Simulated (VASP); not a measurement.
Elastic constants (GPa) of a crystal from VASP with PBEsol GGA, VASP's PBE PAW potentials (set 64):

|  | xx | yy | zz | yz | xz | xy |
|---|---|---|---|---|---|---|
| xx | 751.5 | 300.8 | 251.8 | 0.0 | 0.0 | 0.0 |
| yy | 300.8 | 751.5 | 251.8 | 0.0 | 0.0 | 0.0 |
| zz | 251.8 | 251.8 | 895.4 | 0.0 | 0.0 | 0.0 |
| yz | 0.0 | 0.0 | 0.0 | 280.0 | 0.0 | 0.0 |
| xz | 0.0 | 0.0 | 0.0 | 0.0 | 280.0 | 0.0 |
| xy | 0.0 | 0.0 | 0.0 | 0.0 | 0.0 | 225.4 |

Finite-difference elastic constants of metals are sensitive to mesh and smearing; shear constants can be off by tens of GPa.

**Question.** Work out the Voigt, Reuss and Hill moduli, Young's modulus and Poisson's ratio.

**Answer.** All eigenvalues are positive (smallest 225.4 GPa), so the crystal is stable. K_V = (C11+C22+C33+2(C12+C13+C23))/9 = (2398.4 + 2×804.4)/9 = 445.2 GPa; G_V = (2398.4 − 804.4 + 3×785.4)/15 = 263.3 GPa. From the compliances, K_R = 444.2 GPa and G_R = 259.2 GPa. Hill: K = 444.7 GPa, G = 261.3 GPa, E = 9KG/(3K+G) = 655.4 GPa, ν = (3K−2G)/(2(3K+G)) = 0.254. K/G = 1.70, below Pugh's 1.75; universal anisotropy A^U = 0.08.

**Question.** With a density of 22.71 g/cm³, what are the mean sound speeds?

**Answer.** v_l = √((K+4G/3)/ρ) = 5.91 km/s and v_t = √(G/ρ) = 3.39 km/s. The crystal is Os (hcp), hexagonal.

The compound is Os in the hcp structure. It was relaxed first.
